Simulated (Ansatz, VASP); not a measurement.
## TaVN2: VASP beside Ansatz

```
CELL_PARAMETERS angstrom
3.07007 0.00000 0.00000
0.00000 3.07007 0.00000
0.00000 0.00000 4.32451
ATOMIC_POSITIONS crystal
Ta 0.00000 0.00000 0.00000
V 0.50000 0.50000 0.50000
N 0.50000 0.50000 0.00000
N 0.00000 0.00000 0.50000
```

The cell comes from a database or a generator and needn't be the stable form of this composition.

Alike in both runs: task single point; functional PBEsol; k mesh 9 × 9 × 6; occupations fermi-dirac, width 0.05 eV; collinear spin.

```csv
,VASP,Ansatz
version,VASP 6.6.1,Ansatz 0.2.0
potentials or method,"VASP PAW PBE potentials, release 64 (Ta_pv, V_sv, N)",Ansatz PAW
plane-wave cutoff (eV),520,420
valence electrons in the cell,34,36
```

Ansatz gave:

- gap on the k mesh at the Fermi level (eV): none
- pressure (GPa): -16.3
- largest component of the traceless stress (GPa): 0.46
- net moment per atom (μB): 0.26
- size of the moment on the site where the two differ most (μB): 0.84

Task: What did VASP give for the same quantities?

Result: gap on the k mesh at the Fermi level (eV): none; pressure (GPa): -15.6; largest component of the traceless stress (GPa): 0.40; net moment per atom (μB): 0.26; size of the moment on the site where the two differ most (μB): 0.98.

Site moments also hang on the region over which each program counts them. A gap of «none» marks a metal or a gap that the smearing closes. The two sets of potentials don't hold the same shells in valence.

Caveats: so large a pressure means that the cell lies far from this level's equilibrium, or that cutoff or potentials fall short (VASP); the potentials were made for another functional, which shifts forces and pressure (VASP); the pressure holds a Pulay correction of +0.5 GPa for the finite cutoff (Ansatz); the PAW data sets come from PBE, with cores solved anew for the run's functional, which leaves a small shift of forces and pressure (Ansatz). Spin-orbit coupling is left out, which matters for the levels of Ta.
